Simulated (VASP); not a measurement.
GaP (zinc blende): the mBJ gap over mesh and path against the volume, with the cell scaled uniformly; LDA's own equilibrium is at 19.574 Å³/atom. VASP (PAW), 400 eV cut-off, 10×10×10 Γ-centred mesh, Gaussian smearing of 0.050 eV, potentials Ga_d P. mBJ is a potential without an energy functional, so only the levels count. Fit the value as a straight line in ln V.

| V (Å³/atom) | mBJ gap over mesh and path (eV) |
|---|---|
| 17.225 | 1.996 |
| 17.813 | 2.090 |
| 18.4 | 2.173 |
| 18.987 | 2.245 |
| 19.574 | 2.311 |
| 20.162 | 2.370 |

Fit the rows as the text says and predict the value at 20.749.

The slope against ln V is 2.37 eV, the volume deformation potential of this gap. The line misses the rows by up to 0.011 and gives 2.448 at 20.749. The run gave 2.422, -0.026 from the line.

Left out are failed runs and those whose mesh is unfit for this quantity.

The compound is GaP in the zinc blende structure.
